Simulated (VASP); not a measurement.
CsBa3: energy against volume and a worked fit

```cif
data_structure
_symmetry_space_group_name_H-M 'Pm-3m'
_symmetry_Int_Tables_number 221
_cell_length_a 6.6044
_cell_length_b 6.6044
_cell_length_c 6.6044
_cell_angle_alpha 90.000
_cell_angle_beta 90.000
_cell_angle_gamma 90.000
_cell_volume 288.07
loop_
_atom_site_label
_atom_site_type_symbol
_atom_site_symmetry_multiplicity
_atom_site_Wyckoff_symbol
_atom_site_fract_x
_atom_site_fract_y
_atom_site_fract_z
_atom_site_occupancy
Ba1 Ba 3 c 0.50000 0.50000 0.00000 1
Cs1 Cs 1 a 0.00000 0.00000 0.00000 1
```

The cell comes from a database or a generator and needn't be the stable form of this composition.

The cell was scaled at fixed shape and fractions and run with VASP, PBE PAW files Ba_sv, Cs_sv, 520 eV; PBE, k mesh 4 × 4 × 4 on the cell of 4 atoms, fermi-dirac occupations of 0.05 eV, no spin polarisation, no spin-orbit coupling. Energies are those that the program minimises, any entropy of the smearing included. For a metal such a mesh isn't converged to the digits shown.

```csv
V (Å³/atom),energy over the lowest row (meV/atom)
67.6959,4.260
69.1362,?
70.5766,0.239
72.0169,0.000
73.4572,0.806
74.8976,2.575
76.3379,5.234
```

Question: Fit the third-order Birch-Murnaghan form, give V0, B0 and B′, and predict the energy left open.

Answer: With y = (V0/V)^(2/3), E = E0 + (9 V0 B0/16) [(y - 1)³ B′ + (y - 1)² (6 - 4y)]. Least squares through the rows shown give V0 = 71.6135 Å³/atom, E0 = -0.044 meV, B0 = 5.944 GPa (1 eV/Å³ = 160.218 GPa) and B′ = 3.26, with a largest miss of 0.002 meV. At V = 69.1362 the form with these constants gives 1.627 meV; the run gave 1.623 meV an atom.
